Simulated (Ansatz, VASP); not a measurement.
# Sc3InB in two plane-wave programs, part 2 of 2

Wanted: the spread between two codes on one cell, functional and k mesh. The cell is taken from a series of runs on this material, whose earlier steps may have relaxed, scaled, displaced or heated it; both programs get it as it stands.

VASP 6.6.1 and Ansatz 0.2.0.

So far: The starting structure; VASP: relaxation of cell and atoms, PBEsol.

## Step 3: Ansatz: relaxation of cell and atoms, PBEsol

Level of this step: Ansatz beside VASP: Kohn-Sham DFT, plane waves, PBEsol (Ansatz).

Ansatz runs on its PAW soft_1 files.

The same cell, functional, mesh and smearing now go to Ansatz, which takes its cutoff from its data sets.

Input file input.yaml:

```yaml
crystal:
  lattice:
    - [4.6358571236, 0.0, 0.0]
    - [0.0, 4.6358571236, 0.0]
    - [0.0, 0.0, 4.6358571236]
  atoms:
    - { symbol: Sc, position: [0.0, 0.5, 0.5] }
    - { symbol: Sc, position: [0.5, 0.0, 0.5] }
    - { symbol: Sc, position: [0.5, 0.5, 0.0] }
    - { symbol: In, position: [0.0, 0.0, 0.0] }
    - { symbol: B, position: [0.5, 0.5, 0.5] }
kpoints:
  mp_grid: { grid: [8, 8, 8] }
hamiltonian:
  xc: pbesol
  pseudopotentials: { kind: paw, azcp: { folder: soft_1 }, xc_functional: pbe }
scf:
  occupations: { method: methfessel_paxton, width: 0.2 }
output:
  forces: true
  stress: true
  eigenvalues: true
relax:
  adjacent_minimum: "off"
  f_tol: 0.001
  max_steps: 60
  cell: { stress_tol: 0.01 }
```

The run is started by

```sh
ansatz run input.yaml --threads 4 --pin off --max-ram 10240MiB --backend cpu --events-out ev --progress --plain --runs-dir out
```

Numbers of over 12 decimals in the logs are rounded to 6 here.

The log of the run:

```text
Engine: ansatz 0.2.0, aarch64-unknown-linux-gnu
Pseudopotentials: kind: paw
Pseudopotential: Sc, paw, valence charge 11, recommended cutoff 420 eV (normal), soft_1/Sc.paw.azcp
Pseudopotential: In, paw, valence charge 13, recommended cutoff 420 eV (normal), soft_1/In.paw.azcp
Pseudopotential: B, paw, valence charge 3, recommended cutoff 420 eV (normal), soft_1/B.paw.azcp
Functional definition: PBEsol
  exchange = pbesol_x
  correlation = pbesol_c
Crystal: 5 atoms, lattice volume = 99.630 Å³
Basis set: ecut = 420 eV, 1935 PW (Γ), exchange–correlation on 64×64×64 points (8 copies of the dense FFT grid, shifted against one another)
Bands: 30, of which v1, the nominal top of the filled ones, is band 25 counted from 1 (24 counted from 0)
Symmetry: 48 space group operations
Space group: Pm-3m (ITA 221), of the structure as read, at distance tolerance 4.6e-5 Å
k-points: 35 of 512
Non-local potential: Sc, projectors of the file, l = 0: 3, l = 1: 2, l = 2: 3, l = 3: 1
Non-local potential: In, projectors of the file, l = 0: 2, l = 1: 2, l = 2: 2, l = 3: 1
Non-local potential: B, projectors of the file, l = 0: 2, l = 1: 2, l = 2: 1
PAW form: soft (Blöchl's): semilocal exchange-correlation on the pseudo side does not see the compensation charge
PAW frozen core: Sc, regenerated for the run's functional, and the local potential with it (the file was generated under x = pbe(κ = 0.804, μ = 0.219515), c = pbe(β = 0.066725))
PAW frozen core: In, regenerated for the run's functional, and the local potential with it (the file was generated under x = pbe(κ = 0.804, μ = 0.219515), c = pbe(β = 0.066725))
PAW frozen core: B, regenerated for the run's functional, and the local potential with it (the file was generated under x = pbe(κ = 0.804, μ = 0.219515), c = pbe(β = 0.066725))
PAW one-centre angular grid: Sc, 590 points (default); XC on 64 Gauss nodes
PAW one-centre angular grid: In, 590 points (default); XC on 64 Gauss nodes
PAW one-centre angular grid: B, 110 points (default); XC on 64 Gauss nodes
Initial density: superposition of atomic densities (chi_scale 0.1, normalization cell, long waves kept (reshape's long-wave potential 0.00 eV rms))
Initial wavefunctions: pseudopotential atomic-orbital guess
Functional: x = pbesol(κ = 0.804, μ = 0.123457), c = pbesol(β = 0.046)
SCF iter   1: F=—  HF=-12018.593895 eV  |F-HF|=—  |Δ(HF+E_count)|=         —  Δρ=7.75e-2  dr2=1.70e1  ethr=3.10e-3  ⟨swp⟩=4.2  Hψ=4064  notcnv=0
preconditioner: auto → Kerker (q_TF=auto, 2.424 Å⁻¹)  [metal: Δε(μ)=0.008 eV  Ē_g=7.548 eV  σ=0.200 eV  W_gap=0.03  n_scr=26 (ndim 8)  ℏωp=18.6 eV  f_vac=0.000  D(μ)=8.57/eV (n_scr^D=92)]
SCF iter   2: F=—  HF=-12015.207875 eV  |F-HF|=—  |Δ(HF+E_count)|=    3.39e0  S|Δr|=    0.00e0  Δρ=3.20e-2  dr2=3.56e0  ethr=3.10e-3  ⟨swp⟩=2.4  Hψ=1986  notcnv=0  defer=10
SCF iter   3: F=—  HF=-12014.405790 eV  |F-HF|=—  |Δ(HF+E_count)|=   8.02e-1  S|Δr|=    0.00e0  Δρ=1.09e-2  dr2=2.08e-1  ethr=3.10e-3  ⟨swp⟩=2.0  Hψ=1773  notcnv=0  defer=12
SCF iter   4: F=—  HF=-12014.353795 eV  |F-HF|=—  |Δ(HF+E_count)|=   5.20e-2  S|Δr|=    0.00e0  Δρ=2.68e-3  dr2=1.35e-2  ethr=4.24e-4  ⟨swp⟩=2.0  Hψ=1414  notcnv=0  defer=12
SCF iter   5: F=—  HF=-12014.350537 eV  |F-HF|=—  |Δ(HF+E_count)|=   3.26e-3  S|Δr|=    0.00e0  Δρ=7.24e-4  dr2=5.37e-4  ethr=2.75e-5  ⟨swp⟩=2.2  Hψ=1313  notcnv=0  defer=12
SCF iter   6: F=—  HF=-12014.350453 eV  |F-HF|=—  |Δ(HF+E_count)|=   8.41e-5  S|Δr|=    0.00e0  Δρ=2.59e-4  dr2=9.64e-5  ethr=1.10e-6  ⟨swp⟩=2.0  Hψ=1456  notcnv=0  defer=12
SCF iter   7: F=—  HF=-12014.350337 eV  |F-HF|=—  |Δ(HF+E_count)|=   1.16e-4  S|Δr|=    0.00e0  Δρ=4.91e-5  dr2=3.06e-6  ethr=1.97e-7  ⟨swp⟩=2.0  Hψ=1464  notcnv=0  defer=12
SCF iter   8: F=-12014.350337 eV  HF=-12014.350337 eV  |F-HF|=1.93e-8  |Δ(HF+E_count)|=   4.38e-7  S|Δr|=    0.00e0  Δρ=1.05e-5  dr2=8.26e-8  ethr=2.04e-10  ⟨swp⟩=6.7  Hψ=4726  notcnv=0
SCF 1 converged in 8 iterations: F = -12014.350337 eV  dr2 = 8.26e-8
  greatest PAW one-centre occupation: 0.998 electrons in one spin orbital (limit 2), on the Sc atom at site 0 (counted from 0), in its partial waves of l = 0
relax step   1: F+E_penalty+E_count = -12014.35033689 eV  Δ(F+E_penalty+E_count) = +0.000e0 eV  max|allowed force component| = 2.990e-29 eV/Å  Δτ_max = 0.0000 Å  P = +0.022 GPa  Ω = 99.630 Å³  (8 SCF iters, dr2 threshold 1.00e-7 eV, accepted)
[...]
relax step   2: F+E_penalty+E_count = -12014.35033370 eV  Δ(F+E_penalty+E_count) = +3.184e-6 eV  max|allowed force component| = 3.576e-30 eV/Å  Δτ_max = 0.0000 Å  P = -0.011 GPa  Ω = 99.670 Å³  energy of the carried Pulay correction = -4.515e-6 eV  (5 SCF iters, dr2 threshold 1.23e-9 eV, accepted)
[...]
relax step   3: F+E_penalty+E_count = -12014.35033570 eV  Δ(F+E_penalty+E_count) = -1.997e-6 eV  max|allowed force component| = 4.260e-30 eV/Å  Δτ_max = 0.0000 Å  P = -0.000 GPa  Ω = 99.656 Å³  energy of the carried Pulay correction = -2.993e-6 eV  (5 SCF iters, dr2 threshold 3.17e-10 eV, accepted)
[...]
relax step   4: F+E_penalty+E_count = -12014.35034211 eV  Δ(F+E_penalty+E_count) = -6.408e-6 eV  max|allowed force component| = 7.547e-30 eV/Å  Δτ_max = 0.0000 Å  P = -0.000 GPa  Ω = 99.656 Å³  stress off target by 7.62e-5 GPa  SCF on the basis re-selected at this cell (its energy is not comparable with the rows above)  (4 SCF iters)
basis re-selected at this cell: Δ(F+E_penalty+E_count) = -6.408e-6 eV, ΔP = +0.000 GPa vs the last step (what re-selecting the basis moved, of the pressure what is left beyond the Pulay correction that the steps carried, after the strain that the cell walked since its last selection, with what the two solves' SCF thresholds leave and, on support functions, any second-order correction that the steps lacked; it is no m [...]
SCF converged after 4 iterations
Stability not checked: this state was not tested for a lower state beside it, because cold or Methfessel-Paxton smearing, or corrected tetrahedra, fill the levels in a way that the test cannot read (fill_not_monotonic; see scf.lower_state_search)
Free energy (F): -12014.350342 eV
Harris-Foulkes:  -12014.350342 eV  (|F-HF|=1.82e-12)
Internal energy: -12014.349951 eV  (E = F + TS)
E sigma→0 (E₀):  -12014.350244 eV
Entropy (-TS):   -0.000391 eV (-0.078 meV/atom)
Fermi energy:    9.518949 eV
--- Per-component energies (eV) ---
  E_band       = -483.640789
  E_kinetic    = 887.902192
  E_local      = -3468.461417  (includes V_loc(G=0)·N_el)
  E_nonlocal   = 766.485329
  E_hartree    = 1285.147860
  E_xc         = -429.870300
  E_vxc        = -443.799129  (∫ρ·V_xc dr)
  E_paw        = -7112.917870  (= ΣΔE_a)
  E_vpaw       = -796.063727  (= ΣTr[D̂ρ^β])
  E_aug_tail   = 0.000259  (compensation charges beyond the density's cutoff)
  E_ewald      = -3943.273694
  E_core_change = 0.637690  (= ΣΔE_core)
  E_smearing   = -0.000391  (= −TS)
  E_closure    = 0.000000  (closes the sum)
  Σ components = -12014.350342   (vs F -12014.350342, Δ=0.00e0)
--- Forces (eV/Å), atoms counted from 1 ---
  atom   1  Sc     0.00000000     0.00000000    -0.00000000
  atom   2  Sc     0.00000000     0.00000000    -0.00000000
  atom   3  Sc     0.00000000     0.00000000     0.00000000
  atom   4  In     0.00000000     0.00000000     0.00000000
  atom   5  B      0.00000000     0.00000000    -0.00000000
  max |Σ_I F_I| component: 1.49e-29 eV/Å
--- Stress (GPa, compression-positive) ---
       -0.000076      -0.000000       0.000000
       -0.000000      -0.000076       0.000000
        0.000000       0.000000      -0.000076
  P = ⅓ Tr σ = -0.0001 GPa (-0.001 kbar)
--- Band table (eV; the first three rows and the last of 35) ---
  k-point 0: bands = [... 21 lower, 9.4174, 9.5469, 9.5469, 9.9002, 9.9002, 9.9002, 12.3990, 12.3990, ... 1 higher]
  k-point 1: bands = [... 21 lower, 9.3793, 9.6544, 9.8217, 9.8217, 9.9371, 9.9497, 11.9417, 12.3073, ... 1 higher]
  k-point 2: bands = [... 21 lower, 9.3013, 9.6373, 9.6373, 9.7428, 9.9550, 10.0350, 11.3567, 12.1482, ... 1 higher]
  k-point 34: bands = [... 21 lower, 6.9909, 8.8403, 8.8403, 8.8403, 11.4233, 11.4233, 11.4233, 11.4840, ... 1 higher]
--- Relaxed structure (3 steps of the walk, 3 accepted, 1 SCFs on fresh bases) ---
  F+E_penalty+E_count = -12014.35034211 eV   max|allowed force component| = 7.547e-30 eV/Å   (the final SCF, on the basis selected at the relaxed cell)
  cell:  # Å, volume = 99.6563 Å³
    - [4.636265, 0, 0.0]
    - [0, 4.636265, 0]
    - [0.0, 0, 4.636265]
  atoms:
    - { symbol: Sc, position: [0, 0.5, 0.5] }
    - { symbol: Sc, position: [0.5, 0, 0.5] }
    - { symbol: Sc, position: [0.5, 0.5, 0] }
    - { symbol: In, position: [0, 0, 0] }
    - { symbol: B, position: [0.5, 0.5, 0.5] }
```

## Step 4: Side by side

Known differences besides the potentials themselves: the cutoff is 420 eV in Ansatz and 500 eV in VASP; Ansatz makes its cores anew for this functional, VASP keeps those of its PBE data sets; Ansatz adds a Pulay correction to the stress that steers its cell, VASP none. Total energies have different zeros and are not compared.

Both answers:

```csv
quantity,Ansatz,VASP,difference
volume (Å³),99.66,99.79,-0.13 %
"edge a after relaxation, in the typed setting (Å)",4.636,4.638,-0.04 %
```

## Step 5: Ansatz: zone-centre phonons, PBEsol

Second derivatives magnify differences that forces hide, and they need a tight electronic threshold.

The cell is taken from a series of runs on this material, whose earlier steps may have relaxed, scaled, displaced or heated it; both programs get it as it stands.

input.yaml, the sections that differ from step 3:

```yaml
crystal:
  lattice:
    - [4.6362647768, 0.0, 0.0]
    - [0.0, 4.6362647768, 0.0]
    - [0.0, 0.0, 4.6362647768]
  atoms:
    - { symbol: Sc, position: [0.0, 0.5, 0.5] }
    - { symbol: Sc, position: [0.5, 0.0, 0.5] }
    - { symbol: Sc, position: [0.5, 0.5, 0.0] }
    - { symbol: In, position: [0.0, 0.0, 0.0] }
    - { symbol: B, position: [0.5, 0.5, 0.5] }
output:
  eigenvalues: true
phonons:
  method: dfpt
# kpoints, hamiltonian, scf: as in step 3
# relax: removed
```

The log of the run:

```text
zone centre: on kpoints.mp_grid the ground state, and the responses unless they are solved on pairs of k-points, stand on 125 of the mesh's 512 k-points, reduced under 8 symmetry operations, with k and −k counted as one. Each operation leaves every solved displacement unchanged or reverses it
[...]
Crystal: 5 atoms, lattice volume = 99.656 Å³
[...]
k mesh reduced under 8 symmetry operations, with k and −k counted as one. Each operation leaves every solved displacement unchanged or reverses it
  ASR residual: 4.022e-5 → 0.000e0 eV/Å²; symmetrization residual: 2.866e-6 eV/Å²
  ASR residual per site (eV/Å²): 4.02e-5 4.02e-5 4.02e-5 8.12e-6 3.02e-5
  Γ frequencies (cm⁻¹): 0.00 0.00 0.00 115.87 115.87 115.87 135.47 135.47 135.47 226.18 226.18 226.18 453.48 453.48 453.48
  non-analytic LO–TO correction: not included (Born effective charges unavailable; polar crystals: no LO–TO splitting at Γ)
[key lines of the parts left out:]
SCF converged after 11 iterations
Free energy (F): -12014.350342 eV
Fermi energy:    9.518949 eV
```

## Step 6: VASP: zone-centre phonons, PBEsol

The same cell, functional, mesh and smearing now go to VASP, with its own data sets.

Input file INCAR:

```
SYSTEM = Sc3InB
PREC = Accurate
ENCUT = 500
EDIFF = 1E-08
NELM = 120
ISMEAR = 1
SIGMA = 0.2
LREAL = .FALSE.
ALGO = Normal
GGA = PS
NBANDS = 30
LASPH = .TRUE.
LORBIT = 11
LWAVE = .FALSE.
LCHARG = .FALSE.
ISIF = 2
IBRION = 8
GGA_COMPAT = .FALSE.
KPAR = 2
```

Input file POSCAR:

```
Sc3InB
1.0
    4.6362647768      0.0000000000      0.0000000000
    0.0000000000      4.6362647768      0.0000000000
    0.0000000000      0.0000000000      4.6362647768
Sc In B
3 1 1
Direct
    0.0000000000      0.5000000000      0.5000000000
    0.5000000000      0.0000000000      0.5000000000
    0.5000000000      0.5000000000      0.0000000000
    0.0000000000      0.0000000000      0.0000000000
    0.5000000000      0.5000000000      0.5000000000
```

Input file KPOINTS:

```
Automatic mesh
0
Gamma
8 8 8
0 0 0
```

Potentials, in the order of the species: Sc_sv, In_d and B (PBE family, release 64).

The run is started by

```sh
mpirun -np 2 vasp_std
```

The log of the run:

```text
[banner, memory and clock lines left out]
running    2 mpi-ranks, on    1 nodes
[...]
[... a notice as in an earlier step ...]

 LDA part: xc-table for (Slater+PW92), standard interpolation
 POSCAR, INCAR and KPOINTS ok, starting setup
[...]
entering main loop
       N       E                     dE             d eps       ncg     rms          rms(c)
DAV:   1     0.866683735304E+03    0.86668E+03   -0.21420E+04  2100   0.181E+03
DAV:   2     0.584161734753E+02   -0.80827E+03   -0.79764E+03  2980   0.738E+02
DAV:   3    -0.350758860140E+02   -0.93492E+02   -0.89930E+02  3342   0.310E+02
DAV:   4    -0.402656006928E+02   -0.51897E+01   -0.50485E+01  3248   0.656E+01
[...]
DAV:  15    -0.319083275722E+02    0.80142E-07   -0.87609E-08  2336   0.276E-03    0.267E-04
DAV:  16    -0.319083276040E+02   -0.31870E-07   -0.10641E-08  1690   0.135E-03    0.902E-05
DAV:  17    -0.319083276017E+02    0.23274E-08   -0.32757E-09  1680   0.917E-04
   1 F= -.31908328E+02 E0= -.31908260E+02  d E =-.203204E-03
[...]
RMM:  13    -0.239557851651E+00    0.14878E-06   -0.40337E-08  9303   0.766E-04    0.408E-05
RMM:  14    -0.239557748487E+00    0.10316E-06   -0.60578E-08  9313   0.730E-04    0.537E-06
RMM:  15    -0.239557740171E+00    0.83165E-08   -0.12285E-08  9371   0.712E-04    0.345E-06
 first order change of Fermi-energy   0.80373E-03
 force on displaced ion       4 direction 1 :  -3.169  -0.000   0.000
 Linear response progress:
  Degree of freedom:   4/  4
       N       E                     dE             d eps       ncg     rms          rms(c)
RMM:   1    -0.485374688713E-01   -0.48537E-01    0.36055E-03  7193   0.196E+00
RMM:   2    -0.459949343035E-01    0.25425E-02   -0.32665E-03  6858   0.405E-01    0.146E-01
RMM:   3    -0.455246656482E-01    0.47027E-03   -0.37741E-03  7127   0.317E-01    0.608E-02
RMM:   4    -0.459901186811E-01   -0.46545E-03   -0.98586E-04  8305   0.141E-01    0.184E-02
[...]
RMM:  11    -0.461330057178E-01   -0.20763E-06   -0.36975E-08  8576   0.458E-04    0.404E-05
RMM:  12    -0.461328856893E-01    0.12003E-06   -0.37363E-08  8395   0.308E-04    0.166E-05
RMM:  13    -0.461328864050E-01   -0.71570E-09   -0.37096E-08  9774   0.192E-04    0.741E-06
 first order change of Fermi-energy  -0.15731E-02
 force on displaced ion       5 direction 1 :  -7.070  -0.000  -0.000
 Linear response finished
```

OUTCAR, selected parts (step 6):

```text
 POSITION                                       TOTAL-FORCE (eV/Angst)
 -----------------------------------------------------------------------------------
      0.00000      2.31813      2.31813         0.000000      0.000000      0.000000
      2.31813      0.00000      2.31813         0.000000      0.000000      0.000000
      2.31813      2.31813      0.00000         0.000000      0.000000      0.000000
      0.00000      0.00000      0.00000         0.000000      0.000000      0.000000
      2.31813      2.31813      2.31813         0.000000      0.000000      0.000000
 -----------------------------------------------------------------------------------
    total drift:                                0.000000      0.000000      0.000000

[... 1 part as in an earlier step ...]
```

## Step 7: Comparison

Compared:

```csv
quantity,Ansatz,VASP,difference
optical mode 1 to 3 (cm⁻¹),115.9,115.4,+0.40 %
optical mode 4 to 6 (cm⁻¹),135.5,135.2,+0.18 %
optical mode 7 to 9 (cm⁻¹),226.2,225.9,+0.14 %
optical mode 10 to 12 (cm⁻¹),453.5,455.4,-0.43 %
```

Modes are paired by rising frequency, not by their patterns, so a pair may set unlike modes beside each other; they are those without the splitting of longitudinal modes.

## Step 8: Results

```yaml
difference_in_volume_relaxation_of_cell_and_atoms_pbesol: -0.13 %
r_m_s_difference_of_the_optical_zone_centre_modes_each_program_s_sorted_by_frequency_zone_centre_phonons_pbesol: 1.0 cm⁻¹
```

The difference in volume is -0.13 % (relaxation of cell and atoms, PBEsol), within the 1.2 % picked in this series as the mark of a large difference, as far as the stopping tolerances let one tell. 1 further run of this series is not shown here. How closely two codes agree says nothing of how well the functional describes the real material.

[Lines on the potential files, build, host, timing and source positions are cut from VASP's logs without a mark.]

[Logs are printed without paths, hosts, clocks, repeated set-up lines and the standing remarks that a program may print on its own settings, such as how far it seeks lower states.]

[Hosts, paths, dates, database ids (printed as entryN), source tags and the programs' standing remarks are cut or masked in the printed files.]
